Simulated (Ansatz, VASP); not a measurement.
## Cross-check of CsPbCl3 between VASP and Ansatz

Aim: how closely do two programs agree when they are given the same cell, functional and k mesh?

Calculated with Ansatz 0.2.0; plane waves, with VASP 6.6.1 beside it; single point at PBE.

## Step 1: Starting point

It takes space group Pm-3m (No. 221, cubic). The conventional cell has a = 5.605 Å, b = 5.605 Å, c = 5.605 Å, α = 90.00°, β = 90.00°, γ = 90.00°. Nearest to Pb lie 6 Cl at 2.80 Å. Nearest to Cs lie 12 Cl at 3.96 Å. Cl has 2 Pb at 2.80 Å and 4 Cs at 3.96 Å nearest. Farther neighbours and most contacts between anions are not listed.

## Step 2: Ansatz: single point, PBE

Ansatz runs on its default PAW (the set named soft_2) files.

With cell and atoms fixed, the geometry can't cause a difference; cores, projectors, grids and the points listed under the comparison can.

input.yaml

```yaml
crystal:
  lattice:
    - [5.605, 0.0, 0.0]
    - [0.0, 5.605, 0.0]
    - [0.0, 0.0, 5.605]
  atoms:
    - { symbol: Pb, position: [0.5, 0.5, 0.5] }
    - { symbol: Cs, position: [0.0, 0.0, 0.0] }
    - { symbol: Cl, position: [0.5, 0.0, 0.5] }
    - { symbol: Cl, position: [0.0, 0.5, 0.5] }
    - { symbol: Cl, position: [0.5, 0.5, 0.0] }
hamiltonian:
  xc: pbe
  pseudopotentials: { kind: paw }
kpoints:
  mp_grid: { grid: [5, 5, 5] }
scf:
  occupations: { method: fermi_dirac, width: 0.05 }
  n_extra_bands: 5
output:
  forces: true
  stress: true
  eigenvalues: true
  write_density: true
  write_potential: true
  elf: true
  volumetric_format: npy
```

Started as:

```
$ ansatz run input.yaml --threads 2 --pin off --max-ram 4608MiB --backend cpu --events-out ev --progress --plain --runs-dir out
```

Numbers of over 12 decimals in the logs are rounded to 6 here.

The log of the run:

```text
scf.n_extra_bands = 5 over 22 filled bands (N_el = 44.0): the run solves 27 bands
Engine: ansatz 0.2.0, aarch64-unknown-linux-gnu
Pseudopotentials: kind: paw
Pseudopotential: Pb, paw, valence charge 14, recommended cutoff 420 eV (normal), Pb.paw.azcp
Pseudopotential: Cs, paw, valence charge 9, recommended cutoff 420 eV (normal), Cs.paw.azcp
Pseudopotential: Cl, paw, valence charge 7, recommended cutoff 420 eV (normal), Cl.paw.azcp
Functional definition: PBE
  parameter kappa = 0.804
  parameter beta = 0.066725
  exchange = pbe_x(kappa = kappa, mu = beta*pi^2/3)
  correlation = pbe_c(beta = beta)
Crystal: 5 atoms, lattice volume = 176.087 Å³
Basis set: ecut = 420 eV, 3407 PW (Γ), exchange–correlation on 80×80×80 points (8 copies of the dense FFT grid, shifted against one another)
Bands: 27, of which v1, the nominal top of the filled ones, is band 22 counted from 1 (21 counted from 0)
Symmetry: 48 space group operations
Space group: Pm-3m (ITA 221), of the structure as read, at distance tolerance 5.6e-5 Å
k-points: 10 of 125
Non-local potential: Pb, projectors of the file, l = 0: 2, l = 1: 2, l = 2: 2, l = 3: 2
Non-local potential: Cs, projectors of the file, l = 0: 3, l = 1: 2, l = 2: 2, l = 3: 2
Non-local potential: Cl, projectors of the file, l = 0: 2, l = 1: 2, l = 2: 2
PAW form: soft (Blöchl's): semilocal exchange-correlation on the pseudo side does not see the compensation charge
PAW one-centre angular grid: Pb, 590 points (default); XC on 64 Gauss nodes
PAW one-centre angular grid: Cs, 194 points (default); XC on 64 Gauss nodes
PAW one-centre angular grid: Cl, 110 points (default); XC on 64 Gauss nodes
Initial density: superposition of atomic densities (neutral atoms: chi_scale 0, normalization atom), corrected by the library's trained network
Initial wavefunctions: pseudopotential atomic-orbital guess
Functional: x = pbe(κ = 0.804, μ = 0.219515), c = pbe(β = 0.066725)
SCF iter   1: F=—  HF=-20823.284493 eV  |F-HF|=—  |Δ(HF+E_count)|=         —  Δρ=5.03e-4  dr2=2.22e-4  ethr=1.77e-3  ⟨swp⟩=7.4  Hψ=1402  notcnv=0
preconditioner: auto → Resta (q_TF=auto, 2.165 Å⁻¹)  ε∞=2.9  [insulator: Δε(μ)=2.957 eV  Ē_g=13.256 eV  σ=0.050 eV  W_gap=1.00  n_scr=26 (ndim 8)  ℏωp=18.1 eV  f_vac=0.062  D(μ)=0.00/eV (n_scr^D=0)  ε∞_Penn≈2.9]
SCF iter   2: F=—  HF=-20823.283740 eV  |F-HF|=—  |Δ(HF+E_count)|=   7.53e-4  Δρ=2.23e-4  dr2=5.74e-5  ethr=5.04e-7  ⟨swp⟩=3.0  Hψ=694  notcnv=0  defer=2
SCF iter   3: F=—  HF=-20823.283765 eV  |F-HF|=—  |Δ(HF+E_count)|=   2.52e-5  Δρ=1.06e-4  dr2=9.93e-6  ethr=1.30e-7  ⟨swp⟩=2.0  Hψ=458  notcnv=0  defer=2
SCF iter   4: F=—  HF=-20823.283790 eV  |F-HF|=—  |Δ(HF+E_count)|=   2.46e-5  Δρ=4.14e-5  dr2=1.90e-6  ethr=2.26e-8  ⟨swp⟩=2.0  Hψ=470  notcnv=0  defer=2
SCF iter   5: F=—  HF=-20823.283794 eV  |F-HF|=—  |Δ(HF+E_count)|=   4.30e-6  Δρ=1.52e-5  dr2=3.55e-7  ethr=4.32e-9  ⟨swp⟩=2.4  Hψ=444  notcnv=0  defer=2
SCF iter   6: F=-20823.283794 eV  HF=-20823.283794 eV  |F-HF|=3.47e-8  |Δ(HF+E_count)|=   1.49e-7  Δρ=5.64e-6  dr2=5.98e-8  ethr=2.27e-10  ⟨swp⟩=13.9  Hψ=2156  notcnv=0
SCF 1 converged in 6 iterations: F = -20823.283794 eV  dr2 = 5.98e-8
  greatest PAW one-centre occupation: 0.983 electrons in one spin orbital (limit 2), on the Pb atom at site 0 (counted from 0), in its partial waves of l = 2
SCF converged after 6 iterations
Free energy (F): -20823.283794 eV
Harris-Foulkes:  -20823.283794 eV  (|F-HF|=3.47e-8)
Internal energy: -20823.283794 eV  (E = F + TS)
E sigma→0 (E₀):  -20823.283794 eV
Fermi energy:    4.974381 eV
--- Per-component energies (eV) ---
  E_band       = -234.096429
  E_kinetic    = 913.506124
  E_local      = -2668.184451  (includes V_loc(G=0)·N_el)
  E_nonlocal   = 465.772714
  E_hartree    = 1011.085631
  E_xc         = -718.487027
  E_vxc        = -627.142813  (∫ρ·V_xc dr)
  E_paw        = -17446.777798  (= ΣΔE_a)
  E_vpaw       = -340.207385  (= ΣTr[D̂ρ^β])
  E_aug_tail   = 0.000317  (compensation charges beyond the density's cutoff)
  E_ewald      = -2380.199303
  E_smearing   = -0.000000  (= −TS)
  E_closure    = -0.000000  (closes the sum)
  Σ components = -20823.283794   (vs F -20823.283794, Δ=0.00e0)
--- Forces (eV/Å), atoms counted from 1 ---
  atom   1  Pb     0.00000000    -0.00000000    -0.00000000
  atom   2  Cs    -0.00000000     0.00000000     0.00000000
  atom   3  Cl     0.00000000    -0.00000000     0.00000000
  atom   4  Cl     0.00000000    -0.00000000     0.00000000
  atom   5  Cl     0.00000000    -0.00000000     0.00000000
  max |Σ_I F_I| component: 2.42e-28 eV/Å
--- Stress (GPa, compression-positive) ---
        1.731773       0.000000       0.000000
       -0.000000       1.731773       0.000000
        0.000000       0.000000       1.731773
  P = ⅓ Tr σ = 1.7318 GPa (17.318 kbar)
--- Band table (eV; the first three rows and the last of 10) ---
  k-point 0: bands = [... 18 lower, 1.4636, 1.5707, 1.5707, 1.5707, 7.4551, 8.3901, 8.3901, 9.3002, ... 1 higher]
  k-point 1: bands = [... 18 lower, 1.4298, 1.5330, 1.5330, 1.6028, 7.8123, 8.6529, 8.6615, 9.2977, ... 1 higher]
  k-point 2: bands = [... 18 lower, 1.3753, 1.4713, 1.4713, 2.2018, 7.4517, 8.6707, 9.1911, 9.4346, ... 1 higher]
  k-point 9: bands = [... 18 lower, 1.8130, 1.8130, 1.8463, 3.5150, 6.4694, 6.4694, 6.6399, 9.3152, ... 1 higher]
```

The job ended after 1.9 s (2 threads of Arm Neoverse V2, shared host; peak memory 0.43 GiB; 3.7 s of CPU time).

The run ends at a pressure of 1.73 GPa.

## Step 3: VASP: single point, PBE

The same cell, functional, mesh and smearing now go to VASP, with its own data sets and cutoff.

Lines of VASP's logs that name or quote its potential files are left out, and so is its time.

INCAR

```
SYSTEM = CsPbCl3
PREC = Accurate
ENCUT = 400
EDIFF = 1E-06
NELM = 100
ISMEAR = -1
SIGMA = 0.05
LREAL = .FALSE.
ALGO = Normal
GGA = PE
NBANDS = 28
LORBIT = 11
LWAVE = .FALSE.
LCHARG = .FALSE.
KPAR = 2
ISIF = 2
```

POSCAR

```
CsPbCl3
1.0
    5.6050000000      0.0000000000      0.0000000000
    0.0000000000      5.6050000000      0.0000000000
    0.0000000000      0.0000000000      5.6050000000
Pb Cs Cl
1 1 3
Direct
    0.5000000000      0.5000000000      0.5000000000
    0.0000000000      0.0000000000      0.0000000000
    0.5000000000      0.0000000000      0.5000000000
    0.0000000000      0.5000000000      0.5000000000
    0.5000000000      0.5000000000      0.0000000000
```

KPOINTS

```
Automatic mesh
0
Gamma
5 5 5
0 0 0
```

PAW data sets: Pb_d, Cs_sv and Cl (PBE family, release 64).

Started as:

```
$ mpirun -np 2 vasp_std
```

The log of the run:

```text
[banner, memory and clock lines left out]
running    2 mpi-ranks, on    1 nodes
 distrk:  each k-point on    1 cores,    2 groups
 distr:  one band on    1 cores,    1 groups

 POSCAR found type information on POSCAR PbCsCl
 POSCAR found :  3 types and       5 ions
 LDA part: xc-table for (Slater+PW92), standard interpolation
 POSCAR, INCAR and KPOINTS ok, starting setup
 FFT: planning ... GRIDC
 FFT: planning ... GRID_SOFT
 FFT: planning ... GRID
 WAVECAR not read
 entering main loop
       N       E                     dE             d eps       ncg     rms          rms(c)
DAV:   1     0.369797443402E+03    0.36980E+03   -0.16911E+04   560   0.118E+03
DAV:   2     0.215990608043E+02   -0.34820E+03   -0.33880E+03   692   0.300E+02
DAV:   3    -0.168867141988E+02   -0.38486E+02   -0.38190E+02   676   0.113E+02
DAV:   4    -0.183157468964E+02   -0.14290E+01   -0.14239E+01   808   0.274E+01
DAV:   5    -0.183484142983E+02   -0.32667E-01   -0.32652E-01   712   0.345E+00    0.539E+00
DAV:   6    -0.175303487290E+02    0.81807E+00   -0.16257E+00   796   0.138E+01    0.353E+00
DAV:   7    -0.174933380761E+02    0.37011E-01   -0.62845E-01   828   0.481E+00    0.187E+00
DAV:   8    -0.175075209647E+02   -0.14183E-01   -0.77861E-02   780   0.236E+00    0.255E-01
DAV:   9    -0.175062510690E+02    0.12699E-02   -0.17683E-02   888   0.109E+00    0.131E-01
DAV:  10    -0.175067137064E+02   -0.46264E-03   -0.17028E-03   684   0.263E-01    0.473E-02
DAV:  11    -0.175067956385E+02   -0.81932E-04   -0.18485E-04   800   0.111E-01    0.126E-02
DAV:  12    -0.175067989244E+02   -0.32859E-05   -0.26449E-05   760   0.619E-02    0.590E-03
DAV:  13    -0.175067988021E+02    0.12230E-06   -0.25348E-06   712   0.152E-02
   1 F= -.17506799E+02 E0= -.17506799E+02  d E =-.429527E-10
```

Parts of OUTCAR (step 3):

```text
ion  position               nearest neighbor table
   1  0.500  0.500  0.500-   3 2.80   4 2.80   5 2.80   5 2.80   3 2.80   4 2.80
   2  0.000  0.000  0.000-
   3  0.500  0.000  0.500-   1 2.80   1 2.80
   4  0.000  0.500  0.500-   1 2.80   1 2.80
   5  0.500  0.500  0.000-   1 2.80   1 2.80

  LATTYP: Found a simple cubic cell.
 ALAT       =     5.6050000000

 Subroutine GETGRP returns: Found 48 space group operations
 (whereof 48 operations were pure point group operations)

The static configuration has the point symmetry O_h .

 Found     10 irreducible k-points:

   k-points           NKPTS =     10   k-points in BZ     NKDIM =     10   number of bands    NBANDS=     28

   dimension x,y,z NGX =    40 NGY =   40 NGZ =   40
   dimension x,y,z NGXF=    80 NGYF=   80 NGZF=   80

   ENCUT  =  400.0 eV  29.40 Ry    5.42 a.u.   9.14  9.14  9.14*2*pi/ulx,y,z

   NELECT =      44.0000    total number of electrons

 k-points in reciprocal lattice and weights: Automatic mesh
   0.00000000  0.00000000  0.00000000       0.008
   0.20000000  0.00000000  0.00000000       0.048
   0.40000000  0.00000000  0.00000000       0.048
   0.20000000  0.20000000  0.00000000       0.096
   0.40000000  0.20000000  0.00000000       0.192
   0.40000000  0.40000000  0.00000000       0.096
   0.20000000  0.20000000  0.20000000       0.064
   0.40000000  0.20000000  0.20000000       0.192
   0.40000000  0.40000000  0.20000000       0.192
   0.40000000  0.40000000  0.40000000       0.064

 average (electrostatic) potential at core
       1 -95.3132       2 -49.3307       3 -93.4111       4 -93.4111       5 -93.4111

 E-fermi :   2.2993

 k-point     1 :       0.0000    0.0000    0.0000
  band No.  band energies     occupation
    ...
     18      -0.8443      2.00000
     19      -0.8443      2.00000
     20      -0.7380      2.00000
     21      -0.7380      2.00000
     22      -0.7380      2.00000
     23       5.1451      0.00000
     24       6.0846      0.00000
     25       6.0846      0.00000
     26       7.0041      0.00000
     27       7.0041      0.00000
    ...

 k-point     2 :       0.2000    0.0000    0.0000
  band No.  band energies     occupation
    ...
     18      -0.8785      2.00000
     19      -0.8785      2.00000
     20      -0.7759      2.00000
     21      -0.7759      2.00000
     22      -0.7063      2.00000
     23       5.5022      0.00000
     24       6.3489      0.00000
     25       6.3569      0.00000
     26       7.0037      0.00000
     27       7.1094      0.00000
    ...

 k-point     3 :       0.4000    0.0000    0.0000
  band No.  band energies     occupation
    ...
     18      -0.9332      2.00000
     19      -0.9332      2.00000
     20      -0.8379      2.00000
     21      -0.8379      2.00000
     22      -0.1088      2.00000
     23       5.1473      0.00000
     24       6.3651      0.00000
     25       6.8854      0.00000
     26       7.1357      0.00000
     27       7.1460      0.00000
    ...

  Total        1.8415257      1.8415257      1.8415257      0.0000000      0.0000000     -0.0000000
  in kB       16.7556595     16.7556595     16.7556595      0.0000000      0.0000000     -0.0000000
  external PRESSURE =      16.7556595 kB  Pullay stress =       0.0000000 kB

  energy-cutoff  :      400.00
  volume of cell :      176.09
      direct lattice vectors                 reciprocal lattice vectors
     5.605000000  0.000000000  0.000000000     0.178412132  0.000000000  0.000000000
     0.000000000  5.605000000  0.000000000     0.000000000  0.178412132  0.000000000
     0.000000000  0.000000000  5.605000000     0.000000000  0.000000000  0.178412132

 POSITION                                       TOTAL-FORCE (eV/Angst)
 -----------------------------------------------------------------------------------
      2.80250      2.80250      2.80250         0.000000      0.000000      0.000000
      0.00000      0.00000      0.00000         0.000000      0.000000      0.000000
      2.80250      0.00000      2.80250         0.000000      0.000000      0.000000
      0.00000      2.80250      2.80250         0.000000      0.000000      0.000000
      2.80250      2.80250      0.00000         0.000000      0.000000      0.000000
 -----------------------------------------------------------------------------------
    total drift:                                0.000000      0.000000     -0.000000

  FREE ENERGIE OF THE ION-ELECTRON SYSTEM (eV)
  ---------------------------------------------------
  free  energy   TOTEN  =       -17.5067988021 eV

  energy  without entropy=      -17.5067988020  energy(sigma->0) =      -17.50679880

 total charge
# of ion       s       p       d       tot
------------------------------------------
    1        1.518   0.445   9.861  11.824
    2        1.839   4.714   0.011   6.564
    3        1.600   3.529   0.000   5.130
    4        1.600   3.529   0.000   5.130
    5        1.600   3.529   0.000   5.130
--------------------------------------------------
tot          8.158  15.746   9.872  33.776

[... 3 further parts left out ...]
```

The run ends at a pressure of 1.68 GPa.

## Step 4: Comparison

Known differences besides the potentials themselves: the cutoff is 420 eV in Ansatz and 400 eV in VASP; VASP leaves aspherical gradient terms in its spheres out (LASPH is not set), Ansatz keeps them. Total energies have different zeros and are not compared.

Compared:

| quantity | Ansatz | VASP | difference |
| --- | --- | --- | --- |
| pressure (GPa) | 1.73 | 1.68 | +0.06 |
| gap on the k mesh (eV) | 2.954 | 2.964 | -0.010 |

A gap on the mesh is an upper bound, since the band edges may lie between its points; neither run holds spin-orbit coupling, which can move the band edges of a compound of Pb.

## Step 5: Results

| Property | Result |
| --- | --- |
| difference in gap on the k mesh (single point, PBE) | -0.0098 eV |

**Reading.** The difference in gap on the k mesh is -0.0098 eV (single point, PBE), within the 0.08 eV picked in this series as the mark of a large difference. Such differences can come from data sets, numerical settings and the points named under the comparisons, not from the functional's error against experiment.

[Lines on the potential files, build, host, timing and source positions are cut from VASP's logs without a mark.]

[Logs are printed without paths, hosts, clocks, repeated set-up lines and the standing remarks that a program may print on its own settings, such as how far it seeks lower states.]

[Hosts, paths, dates, database ids (printed as entryN), source tags and the programs' standing remarks are cut or masked in the printed files.]
